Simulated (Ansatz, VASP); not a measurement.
**Two plane-wave programs on ZrIn**

```
Zr In
1.0
     3.15108    0.00000    0.00000
     0.00000    3.15108    0.00000
     0.00000    0.00000    4.46890
Zr In
1 1
Direct
  0.00000 0.00000 0.00000
  0.50000 0.50000 0.50000
```

The cell comes from a database or a generator and needn't be the stable form of this composition.

Alike in both runs: task single point; functional LDA; k mesh 7 × 7 × 5; no spin polarisation.

|  | VASP | Ansatz |
| --- | --- | --- |
| version | VASP 6.6.1 | Ansatz 0.2.0 |
| potentials or method | VASP PAW LDA potentials, release 64 (Zr_sv, In_d) | plane waves, PAW |
| plane-wave cutoff (eV) | 520 | 500 |
| occupations | methfessel-paxton of order 1, width 0.1 eV | cold |
| valence electrons in the cell | 25 | 25 |

|  | VASP | Ansatz | Ansatz less VASP |
| --- | --- | --- | --- |
| pressure (GPa) | -6.7 | -6.9 | -0.17 |
| largest component of the traceless stress (GPa) | 0.52 | 0.59 | +0.066 |
